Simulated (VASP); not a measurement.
Here is the system:

```
Te
1.0
    4.45429     0.00000     0.00000
   -2.22714     3.85753     0.00000
    0.00000     0.00000     5.94149
Te
3
Direct
  0.26820   0.00000   0.33333
  0.00000   0.26820   0.66667
  0.73180   0.73180   0.00000
```

Method: SCAN meta-GGA with spin-orbit coupling, VASP's PBE PAW potentials (set 64) (plane waves; VASP 6.6.1). Settings: 400 eV cut-off, 5×5×4 Γ-centred mesh, Gaussian smearing of 0.050 eV, potentials Te.

### Question
Give the energies of bands 11 to 24 at the high-symmetry points, in eV from the valence-band maximum.

### Answer

```csv
band,Γ,M,K,A,L,H
11,-2.79,-4.00,-3.57,-2.76,-3.95,-5.36
12,-2.79,-4.00,-3.57,-2.76,-3.95,-5.36
13,-1.97,-3.81,-3.48,-1.75,-2.76,-1.32
14,-1.97,-3.81,-3.25,-1.75,-2.76,-1.32
15,-1.92,-1.33,-3.24,-1.49,-2.42,-0.38
16,-1.92,-1.33,-3.24,-1.49,-2.42,-0.38
17,-1.13,-1.10,-2.92,-1.17,-0.38,-0.14
18,-1.13,-1.10,-2.92,-1.17,-0.38,0.00
19,0.48,0.75,2.68,0.26,0.58,0.01
20,0.48,0.75,2.72,0.26,0.58,0.01
21,1.12,0.83,2.88,0.37,1.71,1.12
22,1.12,0.83,2.88,0.37,1.71,1.19
23,1.67,2.96,3.10,0.60,2.59,1.35
24,1.67,2.96,3.10,0.60,2.59,1.35
```

The gap is direct, 0.01 eV, from the valence maximum at H to the conduction minimum at H.

The structure comes from a measured Te entry (P3_121) of the Crystallography Open Database, whose conditions weren't checked. It was relaxed first.
